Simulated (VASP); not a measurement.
All values below come from PBE GGA, VASP's PBE PAW potentials (set 64) (plane waves; VASP).

VASP input:

### KPOINTS
```
Automatic mesh
0
Gamma
11 11 6
0 0 0
```

### INCAR
```
SIGMA=0.3   # width (eV)
LREAL=.False.
ISIF=2
PREC=Accurate
LMAXMIX=6   # l cut-off of mixed one-centre charges
GGA=PE
LCHARG=.False.
LWAVE=.False.
ENCUT=400
ALGO=Normal   # blocked Davidson
EDIFF=1E-6   # SCF stop (eV)
ISMEAR=2
SYSTEM=Lu
LASPH=.True.   # aspherical one-centre terms
NELM=100
```

File POSCAR:
```
Lu
1.0
  1.7201710000  -3.0037420000   0.0000000000
  1.7201710000   3.0037420000   0.0000000000
  0.0000000000   0.0000000000   5.4228580000
Lu
2
Cartesian
  1.7201710000   1.0012493358   1.3557145000
  1.8100740171  -1.0012493358   4.0671435000
```

POTCAR, in this order: Lu_3 (PBE.64 set). Program: vasp_std.

What VASP printed:

### OUTCAR
```
 ion  position               nearest neighbor table
   1  0.333  0.667  0.250-   2 3.32   2 3.32   2 3.37   2 3.37   2 3.41   2 3.41
   2  0.693  0.359  0.750-   1 3.32   1 3.32   1 3.37   1 3.37   1 3.41   1 3.41
  LATTYP: Found a base centered orthorhombic cell.
 ALAT       =     3.4403420000
 B/A-ratio  =     1.7461880243
 C/A-ratio  =     1.5762555002
 Subroutine PRICEL returns:
 Original cell was already a primitive cell.
 Subroutine GETGRP returns: Found  4 space group operations
The static configuration has the point symmetry C_1 .
 The point group associated with its full space group is C_2h.
The dynamic configuration has the point symmetry C_1 .
 Subroutine INISYM returns: Found  4 space group operations
 Subroutine IBZKPT returns following result:
 Found    244 irreducible k-points:

 Following reciprocal coordinates:
            Coordinates               Weight
  0.000000  0.000000  0.000000      1.000000
  0.090909  0.000000  0.000000      2.000000
  0.000000  0.090909  0.000000      2.000000
  0.181818  0.000000  0.000000      2.000000
  0.000000  0.181818  0.000000      2.000000
  0.272727  0.000000  0.000000      2.000000
  0.000000  0.272727  0.000000      2.000000
  0.363636  0.000000  0.000000      2.000000
  0.000000  0.363636  0.000000      2.000000
  0.454545 -0.000000  0.000000      2.000000
 -0.000000  0.454545  0.000000      2.000000
  0.090909  0.090909  0.000000      2.000000
  0.181818  0.090909  0.000000      2.000000
  0.090909  0.181818  0.000000      2.000000
  0.272727  0.090909  0.000000      2.000000
  0.090909  0.272727  0.000000      2.000000
  0.363636  0.090909  0.000000      2.000000
  0.090909  0.363636  0.000000      2.000000
  0.454545  0.090909  0.000000      2.000000
  0.090909  0.454545  0.000000      2.000000
 -0.454545  0.090909  0.000000      2.000000
  0.090909 -0.454545  0.000000      2.000000
 -0.363636  0.090909  0.000000      2.000000
  0.090909 -0.363636  0.000000      2.000000
 -0.272727  0.090909  0.000000      2.000000
  0.090909 -0.272727  0.000000      2.000000
 -0.181818  0.090909  0.000000      2.000000
  0.090909 -0.181818  0.000000      2.000000
 -0.090909  0.090909  0.000000      2.000000
  0.181818  0.181818  0.000000      2.000000
  0.272727  0.181818  0.000000      2.000000
  0.181818  0.272727  0.000000      2.000000
  0.363636  0.181818  0.000000      2.000000
  0.181818  0.363636  0.000000      2.000000
  0.454545  0.181818  0.000000      2.000000
  0.181818  0.454545  0.000000      2.000000
 -0.454545  0.181818  0.000000      2.000000
  0.181818 -0.454545  0.000000      2.000000
 -0.363636  0.181818  0.000000      2.000000
  0.181818 -0.363636  0.000000      2.000000
   k-points           NKPTS =    244   k-points in BZ     NKDIM =    244   number of bands    NBANDS=     13
   number of dos      NEDOS =    301   number of ions     NIONS =      2
   total plane-waves  NPLWV =  20736
   dimension x,y,z NGX =    24 NGY =   24 NGZ =   36
   dimension x,y,z NGXF=    48 NGYF=   48 NGZF=   72
   ions per type =               2
   PREC   = accura    normal or accurate (medium, high low for compatibility)
   ISTART =      0    job   : 0-new  1-cont  2-samecut
   ICHARG =      2    charge: 1-file 2-atom 10-const
   ISPIN  =      1    spin polarized calculation?
   LNONCOLLINEAR =      F non collinear calculations
   LSORBIT =      F    spin-orbit coupling
   INIWAV =      1    electr: 0-lowe 1-rand  2-diag
   ENCUT  =  400.0 eV  29.40 Ry    5.42 a.u.   5.64  5.64  8.84*2*pi/ulx,y,z
   NELM   =    100;   NELMIN=  2; NELMDL= -5     # of ELM steps
   EDIFF  = 0.1E-05   stopping-criterion for ELM
...
```

**OSZICAR**
```
       N       E                     dE             d eps       ncg     rms          rms(c)
DAV:   1     0.393758061763E+02    0.39376E+02   -0.78957E+03 11755   0.135E+03
DAV:   2    -0.672032509441E+01   -0.46096E+02   -0.44811E+02 10788   0.670E+02
DAV:   3    -0.876503115939E+01   -0.20447E+01   -0.19460E+01 10951   0.605E+01
DAV:   4    -0.886926255192E+01   -0.10423E+00   -0.99777E-01 11576   0.922E+00
DAV:   5    -0.887320386547E+01   -0.39413E-02   -0.38937E-02 10674   0.185E+00    0.261E+01
DAV:   6    -0.886865999002E+01    0.45439E-02   -0.30949E-02 10637   0.414E+00    0.155E+01
DAV:   7    -0.887943903369E+01   -0.10779E-01   -0.57086E-02 10109   0.546E+00    0.387E-01
DAV:   8    -0.887932684215E+01    0.11219E-03   -0.38132E-03 10490   0.838E-01    0.111E-01
DAV:   9    -0.887933271536E+01   -0.58732E-05   -0.18916E-04 10805   0.220E-01    0.278E-02
DAV:  10    -0.887932839409E+01    0.43213E-05   -0.19471E-05 10945   0.695E-02    0.297E-02
DAV:  11    -0.887932875151E+01   -0.35742E-06   -0.58079E-07  5927   0.153E-02
   1 F= -.88793288E+01 E0= -.88794826E+01  d E =0.615370E-03
```

OUTCAR:
```
------------------------ aborting loop because EDIFF is reached ----------------------------------------
  FORCE on cell =-STRESS in cart. coord.  units (eV):
  Direction    XX          YY          ZZ          XY          YZ          ZX
  --------------------------------------------------------------------------------------
  Total        1.0446798      0.8401688      0.6923132     -0.1161445      0.0000000      0.0000000
  in kB       29.8676678     24.0206435     19.7934133     -3.3206001      0.0000000      0.0000000
  external PRESSURE =      24.5605749 kB  Pullay stress =       0.0000000 kB
  volume of cell :       56.04
      direct lattice vectors                 reciprocal lattice vectors
     1.720171000 -3.003742000  0.000000000     0.290668777 -0.166459037  0.000000000
     1.720171000  3.003742000  0.000000000     0.290668777  0.166459037  0.000000000
     0.000000000  0.000000000  5.422858000     0.000000000  0.000000000  0.184404607
 POSITION                                       TOTAL-FORCE (eV/Angst)
 -----------------------------------------------------------------------------------
      1.72017      1.00125      1.35571         0.139984     -0.015702     -0.000000
      1.81007     -1.00125      4.06714        -0.139984      0.015702      0.000000
 -----------------------------------------------------------------------------------
    total drift:                               -0.000002     -0.000000     -0.000000
  FREE ENERGIE OF THE ION-ELECTRON SYSTEM (eV)
  ---------------------------------------------------
  free  energy   TOTEN  =        -8.8793287515 eV

  energy  without entropy=       -8.8799441214  energy(sigma->0) =       -8.87948259
```
(Selected blocks of OUTCAR.)

The compound is Lu in the hcp structure. The cell was not relaxed at this level, atoms are displaced from their ideal sites. The run is one of a series of settings (ISMEAR = 2, SIGMA = 0.3 against the base run), some of them coarse on purpose.
